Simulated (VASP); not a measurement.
**As: work function with PBEsol**

The system is As, a sheet with vacuum.

```
As
1.0
     3.52992    0.00000    0.00000
    -1.76496    3.05700    0.00000
     0.00000    0.00000   17.40000
As
2
Direct
  0.33333 0.66667 0.45975
  0.66667 0.33333 0.54025
```

The cell was built by a generator and needn't be a form met in nature.

```
Program                : VASP 6.6.1
Task                   : work function
Functional             : PBEsol
Potentials or basis    : VASP PAW PBE potentials, release 64 (As)
Cutoff                 : 520 eV
k mesh                 : 12 × 12 × 1
Occupations            : gaussian, width 0.03 eV
Spin                   : non-collinear spin, zero start, spin-orbit coupling
Starting moments       : [[0.0, 0.0, 0.0], [0.0, 0.0, 0.0]] μB
Dipole correction      : yes
Further INCAR settings : ALGO = Normal; EDIFF = 1e-06
```

```json
{"Largest force": "0.020 eV/Å", "Net moment": "0.00 μB per cell", "Valence electrons inside the program's atomic spheres": "As 2.73", "Work function of the upper face": "4.93 eV", "Work function of the lower face": "4.93 eV"}
```

Forces in eV/Å, atoms in the order of the input:
```
As   0.000  0.000 -0.020
As   0.000  0.000  0.020
```

Moments on the atoms (μB; x, y, z):
```
As  0.00 0.00 0.00
As  0.00 0.00 0.00
```

Run time: 2.4 min on 4 MPI ranks on AMD EPYC 7R13 Processor (Zen 3), with other jobs on the host, peak memory 0.85 GiB a rank.

Caveat: the PAW data sets were made with another functional, which shifts forces and pressure a little.
